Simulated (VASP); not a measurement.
```
CELL_PARAMETERS angstrom
      6.13956     0.00000     0.00000
      0.00000     6.13956     0.00000
      0.00000     0.00000     6.13956
ATOMIC_POSITIONS crystal
  Cs 0.00000 0.00000 0.00000
  Pb 0.50000 0.50000 0.50000
  Br 0.50000 0.00000 0.50000
  Br 0.00000 0.50000 0.50000
  Br 0.50000 0.50000 0.00000
```

Method: RPBE GGA, VASP's PBE PAW potentials (set 64) (plane waves; VASP). Numerical set-up: 520 eV cut-off, 4×4×4 Γ-centred mesh, tetrahedra with Blöchl corrections, potentials Cs_sv Pb_d Br.

The cores are frozen, which limits the accuracy of field gradients.

### Question
Give the principal components of the electric field gradient (V/Å²) and the asymmetry η at each nucleus.

### Answer

| atom | Vxx | Vyy | Vzz | η |
|---|---|---|---|---|
| Cs1 | 0.0 | 0.0 | 0.0 | - |
| Pb2 | 0.0 | 0.0 | 0.0 | - |
| Br3 | -105.6 | -105.6 | 211.2 | 0.00 |
| Br4 | -105.6 | -105.6 | 211.2 | 0.00 |
| Br5 | -105.6 | -105.6 | 211.2 | 0.00 |

The compound is CsPbBr3 in the cubic perovskite structure, the ideal cubic form; the compound distorts at low or room temperature. It was relaxed first, which changed the volume by +14 %.
